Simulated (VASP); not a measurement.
Pt3Ti: stress against strain

Pt3Ti (L1_2, Pm-3m, 14.805 Å³/atom and stress up to 0.03 GPa in the relaxed cell, cube axes along x, y and z) under an equal strain ε along x and y, with z held. PBEsol in VASP (plane waves, PAW), 480 eV, 12×12×12 Γ-centred mesh, Methfessel-Paxton smearing 0.10 eV; ions are relaxed, or left where forces stay under 0.02 eV/Å, within the symmetry of each cell. Stress is positive for a compressed cell.

Here s stands for strain and y for stress xx.

| strain (%) | stress xx (GPa) |
|---|---|
| -2.50 | ? |
| -1.00 | 6.41 |
| -0.50 | 3.12 |
| 0.00 | 0.03 |
| 0.50 | -2.86 |
| 1.00 | -5.56 |

Q: Using a straight line, estimate the missing y at s = -2.50 from the other rows, showing the fit.

A: Means: s 0, y 0.228. About the means, the sum of products is -14.960 and the sum of squares of s is 2.5000; the slope is their ratio. Least squares gives y = 0.228 - 5.9840·s. Residuals (row less fit): 0.198, -0.100, -0.198, -0.096, 0.196; standard error 0.213 (degrees of freedom: 3). The slope gives the elastic constants C11 + C12 = about 600 GPa. At the withheld row, y = 0.228 - 5.9840 × (-2.5) = 15.188 GPa. The calculation gives 17.44 GPa, 2.252 GPa above the prediction (9.8 % of the range of y in the table). The row lies outside the fitted rows, so this is an extrapolation. From the scatter of the fitted rows alone, a prediction at this place has a standard error of 0.410 GPa, so the miss is 5.5 times that.

A polynomial of degree 2 through the 10 other runs of the series gives 17.34 there, so most of the miss is curvature that the fit leaves out. In a metal these values are sensitive to mesh and smearing; energies are taken to zero smearing, stresses follow the free energy. The runs aren't spin-polarised. Spin-orbit coupling is left out, which can shift these values for the heavy elements here. Rows are the converged runs of the series near zero and its far end, less any whose ions stayed unrelaxed beside relaxed ones; series whose fitted rows scatter by over a few per cent of the range, as at a crossing or softening among them, aren't shown in this form. Most that stay on the fit to the last digits aren't either.
